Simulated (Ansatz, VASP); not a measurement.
# Ni (Nickel) in two plane-wave programs, part 2 of 2

Aim: how closely do two programs agree when they are given the same cell, functional and k mesh? The cell is taken from a series of runs on this material, whose earlier steps may have relaxed, scaled, displaced or heated it; both programs get it as it stands.

VASP 6.6.1 and Ansatz 0.2.0.

So far: Set-up; Ansatz: elastic constants, BLYP.

## Step 3: VASP: elastic constants, BLYP

Level of this step: BLYP, spin-polarised from a ferromagnetic start (one magnetic atom a cell); plane waves and PAW (Ni) (VASP).

The same cell, functional (in two slightly different forms), mesh and smearing now go to VASP, with its own data sets.

Lines of VASP's logs that name or quote its potential files are left out, and so is its time.

Contents of INCAR:

```
SYSTEM = Ni
PREC = Accurate
ENCUT = 600
EDIFF = 1E-08
NELM = 200
ISMEAR = 1
SIGMA = 0.25
LREAL = .FALSE.
ALGO = Normal
GGA = B5
ALDAX = 1
AGGAX = 1
AGGAC = 1
ALDAC = 0
NBANDS = 12
ISPIN = 2
MAGMOM = 0.66
LASPH = .TRUE.
LMAXMIX = 4
LORBIT = 11
LWAVE = .FALSE.
LCHARG = .FALSE.
ISIF = 3
IBRION = 6
NFREE = 2
POTIM = 0.015
NSW = 1
GGA_COMPAT = .FALSE.
KPAR = 2
```

Contents of POSCAR:

```
Ni
1.0
    0.0000000000      1.7884591421      1.7884591421
    1.7884591421      0.0000000000      1.7884591421
    1.7884591421      1.7884591421      0.0000000000
Ni
1
Direct
    0.0000000000      0.0000000000      0.0000000000
```

Contents of KPOINTS:

```
Automatic mesh
0
Gamma
28 28 28
0 0 0
```

Potentials, in the order of the species: Ni (PBE family, release 64).

Run with:

```bash
$ mpirun -np 2 vasp_std
```

Numbers of over 12 decimals in the logs are rounded to 6 here.

Output:

```text
[banner, memory and clock lines left out]
running    2 mpi-ranks, on    1 nodes
 distrk:  each k-point on    1 cores,    2 groups
 distr:  one band on    1 cores,    1 groups

 POSCAR found type information on POSCAR Ni
 POSCAR found :  1 types and       1 ions
|                                                                             |
|               ----> ADVICE to this user running VASP <----                  |
|                                                                             |
|     You enforced a specific xc type in the INCAR file but a different       |
|     [... a line on the potential file left out ...]
|     I HOPE YOU KNOW WHAT YOU ARE DOING!                                     |
|                                                                             |

 LDA part: xc-table for (Slater(with rela. corr.)+VWN5), standard interpolation
 POSCAR, INCAR and KPOINTS ok, starting setup
 FFT: planning ... GRIDC
 FFT: planning ... GRID_SOFT
 FFT: planning ... GRID
 WAVECAR not read
 entering main loop
       N       E                     dE             d eps       ncg     rms          rms(c)
DAV:   1     0.354494157575E+02    0.35449E+02   -0.50394E+03 30764   0.118E+03
DAV:   2    -0.409752785540E+01   -0.39547E+02   -0.37160E+02 31756   0.184E+02
DAV:   3    -0.548142069406E+01   -0.13839E+01   -0.13652E+01 34608   0.374E+01
DAV:   4    -0.549361022533E+01   -0.12190E-01   -0.12186E-01 34380   0.320E+00
DAV:   5    -0.549386898824E+01   -0.25876E-03   -0.25876E-03 35972   0.443E-01    0.895E+00
DAV:   6    -0.497389841990E+01    0.51997E+00   -0.13908E+01 38504   0.485E+01    0.592E+00
DAV:   7    -0.462354992564E+01    0.35035E+00   -0.26064E+00 37904   0.197E+01    0.162E+00
DAV:   8    -0.461171016794E+01    0.11840E-01   -0.12479E-02 39992   0.949E-01    0.832E-01
DAV:   9    -0.460931292701E+01    0.23972E-02   -0.18365E-03 45092   0.332E-01    0.234E-01
DAV:  10    -0.460880922086E+01    0.50371E-03   -0.65641E-04 42768   0.184E-01    0.307E-02
DAV:  11    -0.460880802341E+01    0.11974E-05   -0.37623E-05 37216   0.582E-02    0.305E-02
DAV:  12    -0.460880925728E+01   -0.12339E-05   -0.10126E-06 36236   0.117E-02    0.141E-02
DAV:  13    -0.460880946067E+01   -0.20339E-06   -0.72645E-07 33136   0.105E-02    0.462E-03
DAV:  14    -0.460880941573E+01    0.44935E-07   -0.44403E-08 34920   0.249E-03    0.120E-03
DAV:  15    -0.460880940242E+01    0.13319E-07   -0.14654E-08 19656   0.761E-04    0.488E-04
DAV:  16    -0.460880941370E+01   -0.11280E-07   -0.11580E-09 16368   0.504E-04    0.102E-04
DAV:  17    -0.460880941508E+01   -0.13806E-08   -0.66640E-11 16036   0.859E-05
   1 F= -.46088094E+01 E0= -.46072938E+01  d E =-.454679E-02  mag=     0.6147
[... from here on, the cycles between the ionic steps are left out ...]
   2 F= -.46070080E+01 E0= -.46054185E+01  d E =-.476853E-02  mag=     0.6184
   8 F= -.46080396E+01 E0= -.46065395E+01  d E =-.450049E-02  mag=     0.6146
   9 F= -.46080401E+01 E0= -.46065400E+01  d E =-.450055E-02  mag=     0.6146
  10 F= -.46080401E+01 E0= -.46065399E+01  d E =-.450053E-02  mag=     0.6146
  11 F= -.46080406E+01 E0= -.46065404E+01  d E =-.450055E-02  mag=     0.6146
  12 F= -.46080401E+01 E0= -.46065399E+01  d E =-.450053E-02  mag=     0.6146
  13 F= -.46080406E+01 E0= -.46065404E+01  d E =-.450055E-02  mag=     0.6146
  14 F= -.46088118E+01 E0= -.46072962E+01  d E =-.454680E-02  mag=     0.6147
 Finite differences progress:
  Degree of freedom:   7/  7
  Displacement:        1/  2
  Total:              13/ 14
 bond charge predicted
       N       E                     dE             d eps       ncg     rms          rms(c)
DAV:   1    -0.460578652627E+01    0.30252E-02   -0.35291E+00 34556   0.133E+01    0.431E-01
DAV:   2    -0.460887090905E+01   -0.30844E-02   -0.26961E-02 29996   0.182E+00    0.230E-01
DAV:   3    -0.460901024407E+01   -0.13934E-03   -0.55187E-04 38952   0.218E-01    0.918E-02
DAV:   4    -0.460880265908E+01    0.20758E-03   -0.37478E-04 32780   0.136E-01    0.212E-02
DAV:   5    -0.460881160253E+01   -0.89435E-05   -0.20262E-05 33248   0.338E-02    0.351E-03
DAV:   6    -0.460881165079E+01   -0.48260E-07   -0.32192E-07 38180   0.602E-03    0.208E-03
DAV:   7    -0.460881162109E+01    0.29705E-07   -0.12586E-07 34124   0.282E-03    0.980E-04
DAV:   8    -0.460881175973E+01   -0.13864E-06   -0.41641E-08 33136   0.131E-03    0.747E-05
DAV:   9    -0.460881175897E+01    0.75852E-09   -0.44319E-10 17784   0.178E-04
  15 F= -.46088118E+01 E0= -.46072962E+01  d E =-.454679E-02  mag=     0.6147
 Finite differences progress:
  Degree of freedom:   7/  7
  Displacement:        2/  2
  Total:              14/ 14
```

OUTCAR, selected parts (step 3):

```text
ion  position               nearest neighbor table
   1  0.000  0.000  0.000-

  LATTYP: Found a face centered cubic cell.
 ALAT       =     3.5769182842

 Subroutine GETGRP returns: Found 48 space group operations
 (whereof 48 operations were pure point group operations)

The static configuration has the point symmetry O_h .

 Found    624 irreducible k-points:

   k-points           NKPTS =    624   k-points in BZ     NKDIM =    624   number of bands    NBANDS=     12

   dimension x,y,z NGX =    20 NGY =   20 NGZ =   20
   dimension x,y,z NGXF=    40 NGYF=   40 NGZF=   40

   ENCUT  =  600.0 eV  44.10 Ry    6.64 a.u.   5.05  5.05  5.05*2*pi/ulx,y,z

   NELECT =      10.0000    total number of electrons

 k-points in reciprocal lattice and weights: Automatic mesh
   0.00000000  0.00000000  0.00000000       0.000
   0.03571429  0.00000000  0.00000000       0.000
   0.07142857  0.00000000  0.00000000       0.000
   0.10714286  0.00000000  0.00000000       0.000
   0.14285714  0.00000000  0.00000000       0.000
   0.17857143  0.00000000  0.00000000       0.000
   0.21428571  0.00000000  0.00000000       0.000
   0.25000000  0.00000000  0.00000000       0.000
   0.28571429  0.00000000  0.00000000       0.000
[...]
11      38.8465      0.00000
    ...

 k-point     2 :       0.0357    0.0000    0.0000
  band No.  band energies     occupation
    ...
      2       6.8186      1.00000
      3       6.8410      1.00000
      4       6.8410      1.00000
      5       7.9173      1.00000
      6       7.9173      1.00000
      7      32.6347      0.00000
      8      35.1575      0.00000
      9      35.8160      0.00000
     10      35.8160      0.00000
     11      39.0452      0.00000
    ...

 k-point     3 :       0.0714    0.0000    0.0000
  band No.  band energies     occupation
    ...
      2       6.7849      1.00000
      3       6.8715      1.00000
      4       6.8715      1.00000
      5       7.9053      1.00000
      6       7.9053      1.00000
      7      31.8942      0.00000
      8      34.1451      0.00000
      9      35.4896      0.00000
     10      35.4896      0.00000
     11      39.5476      0.00000
    ...

 k-point     4 :       0.1071    0.0000    0.0000
  band No.  band energies     occupation
    ...
      2       6.7336      1.00000
      3       6.9168      1.00000
      4       6.9168      1.00000
      5       7.8903      1.00000
      6       7.8903      1.00000
      7      30.3989      0.00000
      8      33.7244      0.00000
      9      35.0963      0.00000
     10      35.0963      0.00000
     11      40.1878      0.00000
    ...

 k-point     5 :       0.1429    0.0000    0.0000
  band No.  band energies     occupation
    ...
      2       6.6721      1.00000
      3       6.9686      1.00000
      4       6.9686      1.00000
      5       7.8805      1.00000
      6       7.8805      1.00000
      7      28.6141      0.00000
      8      33.5359      0.00000
      9      34.7028      0.00000
     10      34.7028      0.00000
     11      40.2800      0.00000
    ...

 k-point     6 :       0.1786    0.0000    0.0000
  band No.  band energies     occupation
    ...
      2       6.6114      1.00000
      3       7.0146      1.00000
      4       7.0146      1.00000
      5       7.8871      1.00000
      6       7.8871      1.00000
      7      26.7781      0.00000
      8      33.3591      0.00000
      9      34.3371      0.00000
     10      34.3371      0.00000
     11      40.2412      0.00000
    ...

 spin component 2
 k-point     1 :       0.0000    0.0000    0.0000
  band No.  band energies     occupation
    ...
      2       7.5627      1.00000
      3       7.5627      1.00000
      4       7.5627      1.00000
      5       8.4654      1.00066
      6       8.4654      1.00066
      7      32.6634      0.00000
      8      35.9660      0.00000
      9      35.9660      0.00000
     10      35.9660      0.00000
     11      38.9717      0.00000
    ...

  Total        0.0005073      0.0005073      0.0005073      0.0000000      0.0000000     -0.0000000
  in kB        0.0710346      0.0710346      0.0710346      0.0000000      0.0000000     -0.0000000
  external PRESSURE =       0.0710346 kB  Pullay stress =       0.0000000 kB

  energy-cutoff  :      600.00
  volume of cell :       11.44
      direct lattice vectors                 reciprocal lattice vectors
     0.000000000  1.788459142  1.788459142    -0.279570267  0.279570267  0.279570267
     1.788459142  0.000000000  1.788459142     0.279570267 -0.279570267  0.279570267
     1.788459142  1.788459142  0.000000000     0.279570267  0.279570267 -0.279570267

 POSITION                                       TOTAL-FORCE (eV/Angst)
 -----------------------------------------------------------------------------------
     -0.01500      0.00000      0.00000         0.000000     -0.000000      0.000000
 -----------------------------------------------------------------------------------
    total drift:                               -0.000050      0.000001      0.000001

  FREE ENERGIE OF THE ION-ELECTRON SYSTEM (eV)
  ---------------------------------------------------
  free  energy   TOTEN  =        -4.6088117590 eV

  energy  without entropy=       -4.6042649702  energy(sigma->0) =       -4.60729616

  SYMMETRIZED ELASTIC MODULI (kBar)
 Direction    XX          YY          ZZ          XY          YZ          ZX
 --------------------------------------------------------------------------------
 XX        2327.4870   1345.3150   1345.3150     -0.0000     -0.0000     -0.0000
 YY        1345.3150   2327.4870   1345.3150      0.0000      0.0000      0.0000
 ZZ        1345.3150   1345.3150   2327.4870     -0.0000      0.0000     -0.0000
 XY          -0.0000      0.0000     -0.0000    964.8315      0.0000      0.0000
 YZ          -0.0000      0.0000      0.0000      0.0000    964.8315      0.0000
 ZX          -0.0000      0.0000     -0.0000      0.0000      0.0000    964.8315
 --------------------------------------------------------------------------------

 Eigenvectors and eigenvalues of the dynamical matrix
 ----------------------------------------------------

   1 f  =    0.000000 THz     0.000000 2PiTHz    0.000000 cm-1     0.000000 meV
             X         Y         Z           dx          dy          dz
      0.000000  0.000000  0.000000     0.707107   -0.707107    0.000000

   2 f  =    0.000000 THz     0.000000 2PiTHz    0.000000 cm-1     0.000000 meV
             X         Y         Z           dx          dy          dz
      0.000000  0.000000  0.000000    -0.707107   -0.707107    0.000000

   3 f  =    0.000000 THz     0.000000 2PiTHz    0.000000 cm-1     0.000000 meV
             X         Y         Z           dx          dy          dz
      0.000000  0.000000  0.000000     0.000000    0.000000    1.000000

 ELASTIC MODULI CONTR FROM IONIC RELAXATION (kBar)
 Direction    XX          YY          ZZ          XY          YZ          ZX
 --------------------------------------------------------------------------------
 XX           0.0000      0.0000      0.0000      0.0000      0.0000      0.0000
 YY           0.0000      0.0000      0.0000      0.0000      0.0000      0.0000
 ZZ           0.0000      0.0000      0.0000      0.0000      0.0000      0.0000
 XY           0.0000      0.0000      0.0000      0.0000      0.0000      0.0000
 YZ           0.0000      0.0000      0.0000      0.0000      0.0000      0.0000
 ZX           0.0000      0.0000      0.0000      0.0000      0.0000      0.0000
 --------------------------------------------------------------------------------

 TOTAL ELASTIC MODULI (kBar)
 Direction    XX          YY          ZZ          XY          YZ          ZX
 --------------------------------------------------------------------------------
 XX        2327.4870   1345.3150   1345.3150     -0.0000     -0.0000     -0.0000
 YY        1345.3150   2327.4870   1345.3150      0.0000      0.0000      0.0000
 ZZ        1345.3150   1345.3150   2327.4870     -0.0000      0.0000     -0.0000
 XY          -0.0000      0.0000     -0.0000    964.8315      0.0000      0.0000
 YZ          -0.0000      0.0000      0.0000      0.0000    964.8315      0.0000
 ZX          -0.0000      0.0000     -0.0000      0.0000      0.0000    964.8315
 --------------------------------------------------------------------------------

 total charge
# of ion       s       p       d       tot
------------------------------------------
    1        0.480   0.441   8.349   9.271

 magnetization (x)
# of ion       s       p       d       tot
------------------------------------------
    1       -0.007  -0.023   0.657   0.628

[... 5 further parts left out ...]
```

The cell holds one magnetic atom, so no antiferromagnetic order fits into it.

Levels, forces or a CONTCAR printed for this step are those of its last displaced cell, not of the structure at rest.

## Step 4: Comparison

Known differences besides the potentials themselves: VASP starts from the moments at which Ansatz ended; the data sets hold 18 valence electrons in Ansatz (on its default PAW (the set named soft_2) files) and 10 in VASP; the cutoff is 420 eV in Ansatz and 600 eV in VASP; Ansatz makes its cores anew for this functional, VASP keeps those of its PBE data sets; VASP's log shows a relativistic correction to its local exchange, Ansatz's none; VASP takes each elastic constant from one size of strain, Ansatz from those that its log lists. Total energies have different zeros and are not compared.

Both answers:

```tsv
quantity	Ansatz	VASP	difference
C11 (GPa)	237.4	232.8	+1.98 %
C22 (GPa)	237.4	232.8	+1.98 %
C33 (GPa)	237.4	232.8	+1.98 %
C12 (GPa)	135.5	134.5	+0.73 %
C13 (GPa)	135.5	134.5	+0.73 %
C23 (GPa)	135.5	134.5	+0.73 %
C44 (GPa)	97.9	96.5	+1.51 %
C55 (GPa)	97.9	96.5	+1.51 %
C66 (GPa)	97.9	96.5	+1.51 %
```

## Step 5: Summary of results

* difference in C11 (elastic constants, BLYP): 2.0 %

The difference in C11 is 2.0 % (elastic constants, BLYP), within the 5 % picked in this series as the mark of a large difference. The data sets hold unlike numbers of valence electrons (18 in Ansatz and 10 in VASP), so part of the differences comes from the potentials. How closely two codes agree says nothing of how well the functional describes the real material.

[Lines on the potential files, build, host, timing and source positions are cut from VASP's logs without a mark.]

[Logs are printed without paths, hosts, clocks, repeated set-up lines and the standing remarks that a program may print on its own settings, such as how far it seeks lower states.]

[Hosts, paths, dates, database ids (printed as entryN), source tags and the programs' standing remarks are cut or masked in the printed files.]
